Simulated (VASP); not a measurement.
Molecule: CGeF2BrH3, in a box.

```
CELL_PARAMETERS angstrom
13.00000 0.00000 0.00000
0.00000 13.00000 0.00000
0.00000 0.00000 13.00000
ATOMIC_POSITIONS crystal
C 0.45068 0.42610 0.57948
Ge 0.50488 0.50204 0.46517
F 0.62824 0.54323 0.48986
F 0.51727 0.42467 0.35847
Br 0.41224 0.64229 0.41686
H 0.37376 0.39874 0.56063
H 0.44730 0.47595 0.64676
H 0.50120 0.36094 0.59477
```

Base run:

```yaml
Program: VASP 6.6.1
Functional: PBE
Potentials_or_basis: VASP PAW PBE potentials, release 64 (C, Ge_d, F, Br, H)
Cutoff: 520 eV
k_mesh: 1 × 1 × 1
Occupations: gaussian, width 0.01 eV
Spin: no spin polarisation
```

Its results: gap between the frontier levels 5.50 eV; largest force 0.795 eV/Å.

Task: The run is repeated on the same cell with these changes: functional from PBE to HSE06; further incar settings from ALGO = Normal; EDIFF = 1e-07; NBANDS = 31 to ALGO = Normal; EDIFF = 1e-06. What comes out?

Result: Gap between the frontier levels 7.03 eV; largest force 0.183 eV/Å.

Caveats: the PAW data sets were made with another functional, which shifts forces and pressure a little (some runs).

